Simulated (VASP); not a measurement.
# Ta2Ti6H (a cell with a defect) in VASP: notebook

The runs below take Ta2Ti6H (a cell with a defect) through single point, with PBEsol+D3(BJ).

Everything below comes from runs of VASP 6.6.1. Logs are shortened: lines on timing, memory, paths and dates and some standing lists are left out, and cuts for length are marked.

**1. Starting point**

The cell holds a defect, 9 atoms: a = 8.266 Å, b = 4.133 Å, c = 4.133 Å, α = 90.00°, β = 90.00°, γ = 90.00°.

**2. Single point, PBEsol+D3(BJ)**

Contents of INCAR:

```
PREC     = Accurate       # precision mode
ENCUT    = 520            # plane-wave cutoff, eV
EDIFF    = 1E-6           # SCF threshold, eV
ISMEAR   = -1             # smearing method
SIGMA    = 0.1            # smearing width, eV
LREAL    = False          # projectors in reciprocal space
LASPH    = True           # aspherical terms in the spheres
NELM     = 100            # most SCF steps
ALGO     = Normal         # electronic algorithm
ISIF     = 2              # what is computed and relaxed
LWAVE    = False          # write WAVECAR
LCHARG   = False          # write CHGCAR
GGA      = PS             # functional
IVDW     = 12             # dispersion correction
NBANDS   = 58             # bands
```

Contents of KPOINTS:

```
Automatic mesh
0
Gamma
  2 3 3
```

Contents of POSCAR:

```
Ta2Ti6H
1.0
    8.2661080000      0.0000000000      0.0000000000
    0.0000000000      4.1330540000      0.0000000000
    0.0000000000      0.0000000000      4.1330540000
Ti Ta H
6 2 1
Direct
    0.0000000000      0.5000000000      0.5000000000
    0.2500000000      0.0000000000      0.5000000000
    0.2500000000      0.5000000000      0.0000000000
    0.5000000000      0.5000000000      0.5000000000
    0.7500000000      0.0000000000      0.5000000000
    0.7500000000      0.5000000000      0.0000000000
    0.0000000000      0.0000000000      0.0000000000
    0.5000000000      0.0000000000      0.0000000000
   -0.1365871339     -0.2718866001      0.2573436011
```

Potentials or basis: VASP PAW PBE potentials, release 64 (Ti_sv, Ta_pv, H).

Launch:

```sh
cat potpaw_PBE.64/Ti_sv/POTCAR potpaw_PBE.64/Ta_pv/POTCAR potpaw_PBE.64/H/POTCAR > POTCAR
mpirun -np 1 vasp_std > vasp.out
```

OUTCAR:

```text
PREC = Accurate
   ENCUT = 520
   EDIFF = 1E-6
   ISMEAR = -1
   LREAL = False
   LASPH = True
   NELM = 100
   ISIF = 2
   GGA = PS
   IVDW = 12
 IVDW          = 12

 ion  position               nearest neighbor table
   1  0.000  0.500  0.500-   9 1.78   7 2.92   7 2.92   7 2.92   7 2.92
   2  0.250  0.000  0.500-   7 2.92   8 2.92   7 2.92   8 2.92
   3  0.250  0.500  0.000-   7 2.92   8 2.92   7 2.92   8 2.92
   4  0.500  0.500  0.500-   8 2.92   8 2.92   8 2.92   8 2.92
   5  0.750  0.000  0.500-   9 1.77   8 2.92   7 2.92   7 2.92   8 2.92
   6  0.750  0.500  0.000-   9 1.70   8 2.92   7 2.92   7 2.92   8 2.92
   7  0.000  0.000  0.000-   9 1.92   2 2.92   3 2.92   5 2.92   6 2.92   1 2.92   1 2.92   2 2.92
                             5 2.92   1 2.92   3 2.92   6 2.92   1 2.92
   8  0.500  0.000  0.000-   2 2.92   3 2.92   4 2.92   5 2.92   6 2.92   2 2.92   4 2.92   5 2.92
                             3 2.92   4 2.92   6 2.92   4 2.92
   9  0.863  0.728  0.257-   6 1.70   5 1.77   1 1.78   7 1.92

  LATTYP: Found a simple tetragonal cell.
 ALAT       =     4.1330540000
 C/A-ratio  =     2.0000000000

  Lattice vectors:

 A1 = (   0.0000000000,   4.1330540000,   0.0000000000)
 A2 = (   0.0000000000,   0.0000000000,   4.1330540000)
 A3 = (   8.2661080000,   0.0000000000,   0.0000000000)

Analysis of symmetry for initial positions (statically):
=====================================================================
 Subroutine PRICEL returns:
 Original cell was already a primitive cell.

 Routine SETGRP: Setting up the symmetry group for a
 simple tetragonal supercell.

 Subroutine GETGRP returns: Found  1 space group operations
 (whereof  1 operations were pure point group operations)
 out of a pool of 16 trial point group operations.

The static configuration has the point symmetry C_1 .

Analysis of symmetry for dynamics (positions and initial velocities):
=====================================================================
 Subroutine PRICEL returns:
 Original cell was already a primitive cell.

 Routine SETGRP: Setting up the symmetry group for a
 simple tetragonal supercell.

 Subroutine GETGRP returns: Found  1 space group operations
 (whereof  1 operations were pure point group operations)
 out of a pool of 16 trial point group operations.

The dynamic configuration has the point symmetry C_1 .

 Subroutine INISYM returns: Found  1 space group operations
 (whereof  1 operations are pure point group operations),
 and found     1 'primitive' translations

----------------------------------------------------------------------------------------

                                     Primitive cell

  volume of cell :     141.2028

  direct lattice vectors                    reciprocal lattice vectors
     8.266108000  0.000000000  0.000000000     0.120975918  0.000000000  0.000000000
     0.000000000  4.133054000  0.000000000     0.000000000  0.241951835  0.000000000
     0.000000000  0.000000000  4.133054000     0.000000000  0.000000000  0.241951835

  length of vectors
     8.266108000  4.133054000  4.133054000     0.120975918  0.241951835  0.241951835

  position of ions in fractional coordinates (direct lattice)
     0.000000000  0.500000000  0.500000000
     0.250000000  0.000000000  0.500000000
     0.250000000  0.500000000  0.000000000
     0.500000000  0.500000000  0.500000000
     0.750000000  0.000000000  0.500000000
     0.750000000  0.500000000  0.000000000
     0.000000000  0.000000000  0.000000000
     0.500000000  0.000000000  0.000000000
     0.863412866  0.728113400  0.257343601

  ion indices of the primitive-cell ions
   primitive index   ion index
                 1           1
                 2           2
                 3           3
                 4           4
                 5           5
                 6           6
                 7           7
                 8           8
                 9           9

----------------------------------------------------------------------------------------

 KPOINTS: Automatic mesh

Automatic generation of k-mesh.
 Grid dimensions read from file:
 generate k-points for:    2    3    3

 Generating k-lattice:

  Cartesian coordinates                     Fractional coordinates (reciprocal lattice)
     0.060487959  0.000000000  0.000000000     0.500000000  0.000000000  0.000000000
     0.000000000  0.080650612  0.000000000     0.000000000  0.333333333  0.000000000
     0.000000000  0.000000000  0.080650612     0.000000000  0.000000000  0.333333333

  Length of vectors
     0.060487959  0.080650612  0.080650612

  Shift w.r.t. Gamma in fractional coordinates (k-lattice)
     0.000000000  0.000000000  0.000000000

 Subroutine IBZKPT returns following result:
 ===========================================

 Found     10 irreducible k-points:

 Following reciprocal coordinates:
            Coordinates               Weight
  0.000000  0.000000  0.000000      1.000000
  0.500000  0.000000  0.000000      1.000000
  0.000000  0.333333  0.000000      2.000000
  0.000000  0.000000  0.333333      2.000000
  0.500000  0.333333  0.000000      2.000000
  0.500000  0.000000  0.333333      2.000000
  0.000000  0.333333  0.333333      2.000000
  0.000000 -0.333333  0.333333      2.000000
  0.500000  0.333333  0.333333      2.000000
  0.500000 -0.333333  0.333333      2.000000
   k-points           NKPTS =     10   k-points in BZ     NKDIM =     10   number of bands    NBANDS=     58
   number of dos      NEDOS =    301   number of ions     NIONS =      9
   total plane-waves  NPLWV =  65536
   dimension x,y,z NGX =    64 NGY =   32 NGZ =   32
   dimension x,y,z NGXF=   128 NGYF=   64 NGZF=   64
   ions per type =               6   2   1
   NGX,Y,Z   is equivalent  to a cutoff of  12.87, 12.87, 12.87 a.u.
   NGXF,Y,Z  is equivalent  to a cutoff of  25.74, 25.74, 25.74 a.u.
 SYSTEM =  unknown system
   PREC   = accura    normal or accurate (medium, high low for compatibility)
   ISTART =      0    job   : 0-new  1-cont  2-samecut
   ICHARG =      2    charge: 1-file 2-atom 10-const
   ISPIN  =      1    spin polarized calculation?
   LNONCOLLINEAR =      F non collinear calculations
   LSORBIT =      F    spin-orbit coupling
   LASPH  =      T    aspherical Exc in radial PAW
   ENCUT  =  520.0 eV  38.22 Ry    6.18 a.u.  15.37  7.68  7.68*2*pi/ulx,y,z
   NELM   =    100;   NELMIN=  2; NELMDL= -5     # of ELM steps
   EDIFF  = 0.1E-05   stopping-criterion for ELM
   LREAL  =      F    real-space projection
   EDIFFG = 0.1E-04   stopping-criterion for IOM
   NSW    =      0    number of steps for IOM
   IBRION =     -1    ionic relax: 0-MD 1-quasi-New 2-CG
   NFREE  =      0    steps in history (QN), initial steepest desc. (CG)
   ISIF   =      2    stress and relaxation
   ISYM   =      2    0-nonsym 1-usesym 2-fastsym
   POTIM  = 0.5000    time-step for ionic-motion
   TEBEG  =    0.0;   TEEND  =   0.0 temperature during run
   PSTRESS=    0.0 pullay stress
   NELECT =      95.0000    total number of electrons
   NUPDOWN=      -1.0000    fix difference up-down
   EMIN   =  10.00;   EMAX   =-10.00  energy-range for DOS
   EFERMI =   0.00;   METHOD = LEGACY
   ISMEAR =    -1;   SIGMA  =   0.10  broadening in eV -4-tet -1-fermi 0-gaus
   EFERMI_NEDOS =   21; number of points for ismear=-14 and -15
   IALGO  =     38    algorithm
   IMIX   =      4    mixing-type and parameters
     AMIX     =   0.40;   BMIX     =  1.00
     AMIX_MAG =   1.60;   BMIX_MAG =  1.00
  volume/ion in A,a.u.               =      15.69       105.88
  Fermi-wavevector in a.u.,A,eV,Ry     =   1.434504  2.710819 27.998074  2.057800
  Thomas-Fermi vector in A             =   2.553905
   LORBIT       =      0    0 simple, 1 ext, 2 COOP (PROOUT), +10 PAW based schemes
   GGA     = PS    functional components
   LHFCALC =     F    Hartree Fock is set to
   AEXX    =    0.0000 exact exchange contribution
   IVDW    =    12    specifies the selected vdW correction
   LEPSILON=     F    determine dielectric tensor
   LRPA    =     F    only Hartree local field effects (RPA)
 non-spin polarized calculation
  energy-cutoff  :      520.00
  volume of cell :      141.20
 maximum number of plane-waves:      3828
 NGX is ok and might be reduce to    64
   NGX = 31   NGY = 15   NGZ = 15

 number of electron      95.0000014 magnetization

 Free energy of the ion-electron system (eV)
  ---------------------------------------------------
  ext. energy  EPLUGINS =         0.00000000
  ---------------------------------------------------
  free energy    TOTEN  =       -78.24873006 eV

  energy without entropy =      -77.83389657  energy(sigma->0) =      -78.04131332

 E-fermi :   7.4673     XC(G=0): -11.9684

 val. band max:        7.4384914591   @ k =   0.5000  -0.3333   0.3333
 cond. band min:       7.4992374753   @ k =   0.0000   0.3333   0.3333
 fundamental gap:      0.0607460162
 Fermi energy:         7.4673441771

 k-point     1 :       0.0000    0.0000    0.0000
  band No.  band energies     occupation
      1     -48.9877      2.00000
      2     -48.9388      2.00000
      3     -48.9197      2.00000
      4     -48.8748      2.00000
      5     -48.8631      2.00000
      6     -48.8512      2.00000
[... 50 lines left out ...]
     57       9.6165      0.00000
     58       9.7449      0.00000

 k-point     2 :       0.5000    0.0000    0.0000
  band No.  band energies     occupation
      1     -48.9780      2.00000
      2     -48.9630      2.00000
      3     -48.8940      2.00000
      4     -48.8846      2.00000
      5     -48.8645      2.00000
      6     -48.8512      2.00000
[... 50 lines left out ...]
     57       9.5156      0.00000
     58       9.5437      0.00000
[... 425 lines left out ...]
     57       8.8772      0.00000
     58       8.9530      0.00000

 k-point    10 :       0.5000   -0.3333    0.3333
  band No.  band energies     occupation
      1     -48.9421      2.00000
      2     -48.9305      2.00000
      3     -48.9055      2.00000
      4     -48.8882      2.00000
      5     -48.8867      2.00000
      6     -48.8801      2.00000
[... 50 lines left out ...]
     57       8.9087      0.00000
     58       8.9249      0.00000

------------------------ aborting loop because EDIFF is reached ----------------------------------------

 Edisp (eV)   -5.16103

 E8    (eV) :    -3.6499

  FORCE on cell =-STRESS in cart. coord.  units (eV):
  Direction    XX          YY          ZZ          XY          YZ          ZX
  --------------------------------------------------------------------------------------
  -------------------------------------------------------------------------------------
  Total      -6.68057    -6.45300    -6.37992     0.20861     0.54284     0.37936
  in kB     -75.80207   -73.21988   -72.39072     2.36699     6.15938     4.30443
  external pressure =      -73.80 kB  Pullay stress =        0.00 kB

 VOLUME and BASIS-vectors are now :
 -----------------------------------------------------------------------------
  energy-cutoff  :      520.00
  volume of cell :      141.20
      direct lattice vectors                 reciprocal lattice vectors
     8.266108000  0.000000000  0.000000000     0.120975918  0.000000000  0.000000000
     0.000000000  4.133054000  0.000000000     0.000000000  0.241951835  0.000000000
     0.000000000  0.000000000  4.133054000     0.000000000  0.000000000  0.241951835

 POSITION                                       TOTAL-FORCE (eV/Angst)
 -----------------------------------------------------------------------------------
      0.00000      2.06653      2.06653         0.701706     -0.664969      0.664203
      2.06653      0.00000      2.06653        -0.121948      0.137468      0.129908
      2.06653      2.06653      0.00000        -0.112885     -0.128712     -0.136782
      4.13305      2.06653      2.06653         0.030860     -0.092822      0.087060
      6.19958      0.00000      2.06653        -0.680353      0.552844      0.614379
      6.19958      2.06653      0.00000        -0.957466     -0.893512     -0.873698
      0.00000      0.00000      0.00000         0.569609      0.506843     -0.526188
      4.13305      0.00000      0.00000         0.060442      0.078216     -0.090669
      7.13706      3.00933      1.06361         0.510034      0.504643      0.131786
 -----------------------------------------------------------------------------------
    total drift:                                0.000445     -0.000095      0.000202

  FREE ENERGIE OF THE ION-ELECTRON SYSTEM (eV)
  ---------------------------------------------------
  free  energy   TOTEN  =       -83.4097650145 eV

  energy  without entropy=      -82.9949315300  energy(sigma->0) =      -83.20234827
```

Run time: 1.9 min. Hardware: 1 thread of Intel Xeon Platinum 8488C (Sapphire Rapids), shared host; peak memory 0.28 GiB.

What came out:

```
Free energy                : -83.4098 eV
Pressure                   : -7.4 GPa
Largest force              : 1.574 eV/Å
Band gap on the k mesh     : none (metal or under the smearing width)
Dispersion energy per atom : -0.573 eV
```

Forces in eV/Å, atoms in the order of the input:
```
Ti   0.702 -0.665  0.664
Ti  -0.122  0.137  0.130
Ti  -0.113 -0.129 -0.137
Ti   0.031 -0.093  0.087
Ti  -0.680  0.553  0.614
Ti  -0.957 -0.894 -0.874
Ta   0.570  0.507 -0.526
Ta   0.060  0.078 -0.091
H    0.510  0.505  0.132
```

Levels at points of the mesh, in eV from the Fermi level:
```tsv
k point	band 44	band 45	band 46	band 47	band 48	band 49	band 50	band 51	band 52	band 53
(0.00, 0.00, 0.00)	-0.80	-0.67	-0.47	-0.35	0.71	0.73	0.73	0.94	1.07	1.85
(0.50, 0.00, 0.00)	-1.72	-0.09	0.19	0.45	0.97	1.00	1.15	1.15	1.18	1.19
```

Caveat: the k mesh is coarse (spacing up to 0.51 Å⁻¹), so the values aren't converged; the PAW data sets were made with another functional, which shifts forces and pressure a little. The run has no spin-orbit coupling, so splittings on Ta are missing.

**3. Single point, PBEsol+D3(BJ)**

Contents of INCAR:

```
SYSTEM = Ta2Ti6H
PREC = Accurate
ENCUT = 520
EDIFF = 1E-6
ISMEAR = -1
SIGMA = 0.1
LREAL = .False.
LASPH = .True.
NELM = 100
ALGO = Fast
ISIF = 2
LWAVE = .False.
LCHARG = .False.
GGA = PS
IVDW = 12
NBANDS = 58
```

Contents of KPOINTS:

```
Automatic mesh
0
Gamma
  2 3 3
  0 0 0
```

POSCAR: that of step 2 with these lines changed.

```diff
@@ -16,2 +16,2 @@
     0.5000000000      0.0000000000      0.0000000000
-   -0.1365871339     -0.2718866001      0.2573436011
+   -0.1922840834     -0.3834885777      0.3828307107
```

Potentials or basis: VASP PAW PBE potentials, release 64 (Ti_sv, Ta_pv, H).

Launch:

```sh
cat potpaw_PBE.64/Ti_sv/POTCAR potpaw_PBE.64/Ta_pv/POTCAR potpaw_PBE.64/H/POTCAR > POTCAR
mpirun -np 1 vasp_std > vasp.out
```

Wall time 4.2 min (1 thread of Intel Xeon Platinum 8488C (Sapphire Rapids), shared host); peak memory 0.29 GiB.

Results (log left out):

| Item | Value |
| --- | --- |
| Free energy | -83.1286 eV |
| Pressure | -7.8 GPa |
| Largest force | 1.093 eV/Å |
| Band gap on the k mesh | none (metal or under the smearing width) |
| Dispersion energy per atom | -0.573 eV |

Forces on the atoms (eV/Å):
```
Ti   0.994 -0.321  0.322
Ti  -0.042  0.031  0.091
Ti  -0.042 -0.091 -0.031
Ti  -0.298 -0.049  0.049
Ti  -0.265  0.677  0.208
Ti  -0.273 -0.216 -0.700
Ta   0.305  0.286 -0.287
Ta  -0.013  0.051 -0.051
H   -0.366 -0.367  0.398
```

Stress tensor (GPa, compression positive):
```
-8.08 -0.40  0.42
-0.40 -7.70  0.60
 0.42  0.60 -7.66
```

Levels at points of the mesh, in eV from the Fermi level:
| k point | band 45 | band 46 | band 47 | band 48 | band 49 | band 50 | band 51 | band 52 |
| --- | --- | --- | --- | --- | --- | --- | --- | --- |
| (0.00, 0.00, 0.00) | -0.69 | -0.43 | -0.37 | 0.63 | 0.76 | 0.77 | 0.90 | 1.09 |
| (0.50, 0.00, 0.00) | 0.04 | 0.28 | 0.52 | 1.02 | 1.10 | 1.13 | 1.14 | 1.15 |

Caveat: the k mesh is coarse (spacing up to 0.51 Å⁻¹), so the values aren't converged; the PAW data sets were made with another functional, which shifts forces and pressure a little. The run has no spin-orbit coupling, so splittings on Ta are missing.

**4. Single point, PBEsol+D3(BJ)**

Contents of INCAR:

```
ALGO = Fast
EDIFF = 1E-6
ENCUT = 520
GGA = PS
ISIF = 2
ISMEAR = -1
IVDW = 12
LASPH = True
LCHARG = True
LELF = True
LREAL = False
LVHAR = True
LWAVE = False
NBANDS = 58
NELM = 100
PREC = Accurate
SIGMA = 0.1
```

Contents of KPOINTS:

```
k-points
0
Gamma
  2 3 3
```

POSCAR: that of step 3 with these lines changed.

```diff
@@ -16,2 +16,2 @@
     0.5000000000      0.0000000000      0.0000000000
-   -0.1922840834     -0.3834885777      0.3828307107
+   -0.2500000000     -0.5000000000      0.5000000000
```

Launch:

```sh
cat potpaw_PBE.64/Ti_sv/POTCAR potpaw_PBE.64/Ta_pv/POTCAR potpaw_PBE.64/H/POTCAR > POTCAR
mpirun -np 1 vasp_std > vasp.out
```

Wall time 2.8 min (1 thread of Intel Xeon Platinum 8488C (Sapphire Rapids), shared host); peak memory 0.27 GiB.

It converged, with:

| Item | Value |
| --- | --- |
| Free energy | -83.7663 eV |
| Pressure | -9.9 GPa |
| Largest force | 0.244 eV/Å |
| Band gap on the k mesh | none (metal or under the smearing width) |
| Dispersion energy per atom | -0.573 eV |

Forces in eV/Å, atoms in the order of the input:
```
Ti   0.244  0.000  0.000
Ti   0.000  0.000  0.000
Ti   0.000  0.000  0.000
Ti  -0.244  0.000  0.000
Ti   0.000  0.000  0.000
Ti   0.000  0.000  0.000
Ta   0.116  0.000  0.000
Ta  -0.116  0.000  0.000
H    0.000  0.000  0.000
```

Stress tensor (GPa, compression positive):
```
-9.99  0.00  0.00
 0.00 -9.83  0.00
 0.00  0.00 -9.83
```

Levels at points of the mesh, in eV from the Fermi level:
```
           k point  band 43  band 44  band 45  band 46  band 47  band 48  band 49  band 50  band 51  band 52
(0.00, 0.00, 0.00)    -0.87    -0.87    -0.69    -0.38    -0.38     0.77     0.78     0.78     0.86     1.08
(0.50, 0.00, 0.00)    -1.75    -1.75     0.19     0.29     1.02     1.02     1.06     1.06     1.15     1.15
```

Caveat: the k mesh is coarse (spacing up to 0.51 Å⁻¹), so the values aren't converged; the PAW data sets were made with another functional, which shifts forces and pressure a little. The run has no spin-orbit coupling, so splittings on Ta are missing.
